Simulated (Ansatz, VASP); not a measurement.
## Zr2SNO (Zr2NOS MXene bilayer, AA) in two plane-wave programs

Wanted: the spread between two codes on one cell, functional and k mesh. Of the first pair: The structure shown is the start of the Ansatz relaxation below; VASP solves that cell, so the two are compared at the walk's first step.

Program: Ansatz 0.2.0. Level of theory: plane waves, with VASP 6.6.1 beside it; single point at LDA. Results are calculated unless marked as measured.

### 1. The starting structure

The cell holds 10 atoms: 2 S, 4 Zr, 2 N and 2 O. Its edges and angles: a = 3.217 Å, b = 3.218 Å, c = 59.423 Å, α = 90.0°, β = 90.0°, γ = 120.0°. Vacuum lies along c.

### 2. Ansatz: relaxation, LDA

Ansatz runs on its default PAW (the set named soft_2) files.

The two programs are compared at the cell with which this relaxation starts, whose forces are those of its first step.

The input, input.yaml:

```yaml
crystal:
  lattice:
    - [3.2175, 0.0, 0.0]
    - [-1.60875, 2.7864367367, 0.0]
    - [0.0, 0.0, 59.4230520913]
  atoms:
    - { symbol: S, position: [0.3333333333, 0.6666666667, 0.3803237835] }
    - { symbol: Zr, position: [0.6666666667, 0.3333333333, 0.4115353232], spin: 1.0 }
    - { symbol: "N", position: [0.0, 0.0, 0.4328997556] }
    - { symbol: Zr, position: [0.3333333333, 0.6666666667, 0.454264188], spin: 1.0 }
    - { symbol: O, position: [0.6666666667, 0.3333333333, 0.4751779831] }
    - { symbol: S, position: [0.3333333333, 0.6666666667, 0.5248220169] }
    - { symbol: Zr, position: [0.6666666667, 0.3333333333, 0.5560335565], spin: 1.0 }
    - { symbol: "N", position: [0.0, 0.0, 0.5773979889] }
    - { symbol: Zr, position: [0.3333333333, 0.6666666667, 0.5987624212], spin: 1.0 }
    - { symbol: O, position: [0.6666666667, 0.3333333333, 0.6196762165] }
  periodic: [true, true, false]
magnetization:
  spin_polarized: true
kpoints:
  mp_grid: { grid: [12, 12, 1] }
hamiltonian:
  xc: lda
scf:
  occupations: { method: fermi_dirac, width: 0.05 }
  convergence: { dr2_threshold: 1.0e-09 }
relax:
  f_tol: 0.004
  max_steps: 90
  cell: {}
output:
  write_potential: true
  write_density: true
  volumetric_format: npy
```

On the command line:

```console
$ ansatz run input.yaml --threads 4 --pin off --max-ram 12288MiB --backend cpu --events-out ev --progress --plain --runs-dir out
```

Numbers of over 12 decimals in the logs are rounded to 6 here.

What it wrote:

```text
Warning: relax.cell: scf.convergence.dr2_threshold = 1e-9 eV is looser than the 1.70428520411e-10 eV advised for a relaxation that steers and ends on the stress (1e-10 eV for each atom of the cell: 10, times the square of relax.cell.stress_2d_tol = 0.05 N/m over 24.2 Å (the atoms' height at the walk's start and 5 Å past either face), 2.064e-2 GPa, over a crystal's default 0.05). What an SCF threshold leaves in a stress goes as its square root, and in the free energy as the threshold itself, and one threshold admits the most on a small cell: [figures from the program's tests cut] Set scf.convergence.dr2_threshold to 1.70428520411e-10 eV or tighter. [rest of the remark cut]
Engine: ansatz 0.2.0, aarch64-unknown-linux-gnu
Pseudopotentials: kind: paw
Pseudopotential: S, paw, valence charge 6, recommended cutoff 420 eV (normal), S.paw.azcp
Pseudopotential: Zr, paw, valence charge 12, recommended cutoff 420 eV (normal), Zr.paw.azcp
Pseudopotential: N, paw, valence charge 5, recommended cutoff 420 eV (normal), N.paw.azcp
Pseudopotential: O, paw, valence charge 6, recommended cutoff 420 eV (normal), O.paw.azcp
Functional definition: SPW92
  exchange = slater_x
  correlation = pw_c
Crystal: 10 atoms, lattice volume = 532.749 Å³
Basis set: ecut = 420 eV, 10555 PW (Γ)
Bands: 53, of which v1, the nominal top of the filled ones, is band 41 counted from 1 (40 counted from 0)
Symmetry: 6 space group operations
Space group: P3m1 (ITA 156), of the structure as read, at distance tolerance 8.1e-5 Å
Magnetic group: BNS 156.49 (UNI 1279), of the structure as read, at distance tolerance 8.1e-5 Å
k-points: 19 of 144 (time reversal used)
Non-local potential: S, projectors of the file, l = 0: 2, l = 1: 2, l = 2: 2
Non-local potential: Zr, projectors of the file, l = 0: 3, l = 1: 2, l = 2: 2, l = 3: 2
Non-local potential: N, projectors of the file, l = 0: 2, l = 1: 2, l = 2: 1
Non-local potential: O, projectors of the file, l = 0: 2, l = 1: 2, l = 2: 1
PAW form: soft (Blöchl's): semilocal exchange-correlation on the pseudo side does not see the compensation charge
PAW frozen core: S, regenerated for the run's functional, and the local potential with it (the file was generated under x = pbe(κ = 0.804, μ = 0.219515), c = pbe(β = 0.066725))
PAW frozen core: Zr, regenerated for the run's functional, and the local potential with it (the file was generated under x = pbe(κ = 0.804, μ = 0.219515), c = pbe(β = 0.066725))
PAW frozen core: N, regenerated for the run's functional, and the local potential with it (the file was generated under x = pbe(κ = 0.804, μ = 0.219515), c = pbe(β = 0.066725))
PAW frozen core: O, regenerated for the run's functional, and the local potential with it (the file was generated under x = pbe(κ = 0.804, μ = 0.219515), c = pbe(β = 0.066725))
PAW one-centre angular grid: S, 110 points (default); XC on 64 Gauss nodes
PAW one-centre angular grid: Zr, 590 points (default); XC on 64 Gauss nodes
PAW one-centre angular grid: N, 110 points (default); XC on 64 Gauss nodes
PAW one-centre angular grid: O, 110 points (default); XC on 64 Gauss nodes
Initial density: superposition of atomic densities (neutral atoms: chi_scale 0, normalization atom)
Starting moments: Σ|m| = 4 μB on 4 of 10 sites
Initial wavefunctions: pseudopotential atomic-orbital guess
Functional: x = slater, c = lda
SCF iter   1: F=—  HF=-19928.415765 eV  |F-HF|=—  |Δ(HF+E_count)|=         —  Δρ=3.40e-2 (↑3.40e-2 ↓3.19e-2)  dr2=3.70e1  dr2_m=3.47e-1  M=1.193 μB ∫|m|=1.363 μB  β_m=0.30  ethr=3.10e-3  ⟨swp⟩=12.9  Hψ=13857  notcnv=0  defer=29
Mixer restart at iter 1: flushing history
preconditioner: auto → LDOS  [metal: Δε(μ)=0.026 eV  Ē_g=10.210 eV  σ=0.050 eV  W_gap=0.13  n_scr=36 (ndim 8)  ℏωp=11.4 eV  f_vac=0.702  D(μ)=4.73/eV (n_scr^D=22)]
spin=Collinear: LDOS preconditioning applied to the charge; magnetization (m = ρ↑ − ρ↓) channel mixes plain (no charge-response kernel on spin).
SCF iter   2: F=—  HF=-19923.113272 eV  |F-HF|=—  |Δ(HF+E_count)|=    5.30e0  Δρ=1.75e-2 (↑1.75e-2 ↓1.52e-2)  dr2=1.04e1  dr2_m=1.98e-1  M=0.939 μB ∫|m|=1.123 μB  β_m=0.44  ethr=3.10e-3  ⟨swp⟩=3.9  Hψ=4099  notcnv=0  defer=158
SCF iter   3: F=—  HF=-19921.558034 eV  |F-HF|=—  |Δ(HF+E_count)|=    1.56e0  Δρ=5.49e-3 (↑5.49e-3 ↓4.81e-3)  dr2=2.53e-1  dr2_m=4.16e-2  M=0.557 μB ∫|m|=0.672 μB  β_m=0.58  ethr=3.10e-3  ⟨swp⟩=4.0  Hψ=4711  notcnv=0  defer=150
[...]
basis re-selected at this cell: Δ(F+E_penalty+E_count) = -6.086e-4 eV, ΔP = +0.005 N/m vs the last step (what re-selecting the basis moved, of the pressure what is left beyond the Pulay correction that the steps carried, after the strain that the cell walked since its last selection, with what the two solves' SCF thresholds leave and, on support functions, any second-order correction that the steps lacked; it is no m [...]
WARN: The output density's exchange-correlation potential varies sharply where the density is thin. Do not read a vacuum level from v_tot or v_xc, or from such a field of the output density. On a cell that repeats whose density bears no net charge and no dipole along the vacuum's axis use v_es (v_loc + v_h of the components); under efield.dipole_correction with no amplitude use v_es + v_field, which holds any externa [...]
SCF converged after 4 iterations
Magnetization: -0.0000 μB (41.0000 up, 41.0000 down)
Absolute magnetization: 0.0000 μB (∫|ρ↑−ρ↓|, with the PAW one-centre terms)
Spin contamination: 0.0000 ħ² per cell (⟨S²⟩ above its minimum at these occupations)
Per-site moments (μB) at R_I (Å): [(3.8700989955181985e-8, 1.022443), (-3.4490754707994165e-8, 0.959100), (7.607143044986106e-8, 0.958427), (-7.547764111073753e-9, 0.847585), (-3.412635045193537e-8, 0.847585), (-2.3551918353388364e-8, 1.028735), (6.821590927555779e-9, 0.958216), (9.523218477985037e-9, 0.945077), (-1.9743632530387894e-8, 0.871387), (8.432252818554303e-8, 0.871387)]
Free energy (F): -19923.752995 eV
Harris-Foulkes:  -19923.752987 eV  (|F-HF|=7.52e-6)
Internal energy: -19923.730422 eV  (E = F + TS)
E sigma→0 (E₀):  -19923.741708 eV
Entropy (-TS):   -0.022573 eV (-2.257 meV/atom)
Fermi energy:    -5.380174 eV
--- Per-component energies (eV) ---
  E_band       = -1836.368454
  E_kinetic    = 2175.041018
  E_local      = -659499.546228  (includes V_loc(G=0)·N_el)
  E_nonlocal   = 578.951837
  E_hartree    = 328326.442145
  E_xc         = -1108.283558
  E_vxc        = -1289.231171  (∫ρ·V_xc dr)
  E_paw        = -13061.528300  (= ΣΔE_a)
  E_vpaw       = -454.473500  (= ΣTr[D̂ρ^β])
  E_aug_tail   = 0.005261  (compensation charges beyond the density's cutoff)
  E_ewald      = 322663.045472
  E_core_change = 2.141930  (= ΣΔE_core)
  E_smearing   = -0.022573  (= −TS)
  E_closure    = -0.000000  (closes the sum)
  Σ components = -19923.752995   (vs F -19923.752995, Δ=0.00e0)
--- Forces (eV/Å), atoms counted from 1 ---
  atom   1  S      0.00000000    -0.00000000    -0.00026697
  atom   2  Zr     0.00000000     0.00000000     0.00017103
  atom   3  N      0.00000000     0.00000000    -0.00010088
  atom   4  Zr    -0.00000000     0.00000000     0.00080847
  atom   5  O      0.00000000     0.00000000    -0.00121778
  atom   6  S      0.00000000    -0.00000000    -0.00024174
  atom   7  Zr    -0.00000000     0.00000000     0.00159709
  atom   8  N      0.00000000     0.00000000    -0.00313465
  atom   9  Zr    -0.00000000     0.00000000     0.00196506
  atom  10  O     -0.00000000     0.00000000    -0.00200225
  max |Σ_I F_I| component: 2.42e-3 eV/Å
--- 2D stress c σ (N/m, compression-positive) ---
       -0.006824      -0.000000       0.000000
        0.000000      -0.006824      -0.000000
        0.000000      -0.000000      -0.000000
  P = ½ c Tr σ = -0.0068 N/m
--- Band table (eV; the first three rows and the last of 38) ---
  k-point 0 ↑: bands = [... 37 lower, -6.4476, -6.3002, -6.3002, -4.9097, -4.9097, -4.8758, -4.8136, -4.8136, ... 8 higher]
  k-point 1 ↑: bands = [... 37 lower, -6.6434, -6.6303, -6.4893, -5.0995, -4.9483, -4.6489, -4.5034, -4.4962, ... 8 higher]
  k-point 2 ↑: bands = [... 37 lower, -7.0816, -6.8901, -6.7662, -5.5259, -5.2386, -4.1720, -4.0897, -4.0099, ... 8 higher]
  k-point 18 ↓: bands = [... 37 lower, -8.4962, -8.2077, -8.1193, -4.5225, -4.4019, -4.0805, -3.8198, -3.2985, ... 8 higher]
  the weakly bound empty levels are not read free of the cell's end (no_gap_told)
--- Relaxed structure (14 steps of the walk, 13 accepted, 2 SCFs on fresh bases) ---
  F+E_penalty+E_count = -19923.75299496 eV   max|allowed force component| = 2.892e-3 eV/Å   (the final SCF, on the basis selected at the relaxed cell)
  cell:  # Å, volume = 560.9679 Å³
    - [3.301613, 0, 0]
    - [-1.650807, 2.859281, 0]
    - [0, 0, 59.4230520913]
  atoms:
    - { symbol: S, position: [0.333333, 0.666667, 0.395194] }
    - { symbol: Zr, position: [0.666667, 0.333333, 0.421856] }
    - { symbol: N, position: [3.106100160808842e-17, 0, 0.444261] }
    - { symbol: Zr, position: [0.333333, 0.666667, 0.466618] }
    - { symbol: O, position: [0.666667, 0.333333, 0.479527] }
    - { symbol: S, position: [0.333333, 0.666667, 0.518013] }
    - { symbol: Zr, position: [0.666667, 0.333333, 0.545075] }
    - { symbol: N, position: [-2.7289530074084905e-17, 0, 0.567416] }
    - { symbol: Zr, position: [0.333333, 0.666667, 0.588806] }
    - { symbol: O, position: [0.666667, 0.333333, 0.604127] }
```

In the SCF lines HF is the Harris–Foulkes energy and dr2 the Hartree energy of the density residual, in eV; the loop may stop once dr2 is under the threshold and the program's other checks hold. Hψ counts applications of the Hamiltonian.

(Continued in part 2 of 3.)

[Lines on the potential files, build, host, timing and source positions are cut from VASP's logs without a mark.]

[Logs are printed without paths, hosts, clocks, repeated set-up lines and the standing remarks that a program may print on its own settings, such as how far it seeks lower states.]

[Hosts, paths, dates, database ids (printed as entryN), source tags and the programs' standing remarks are cut or masked in the printed files.]
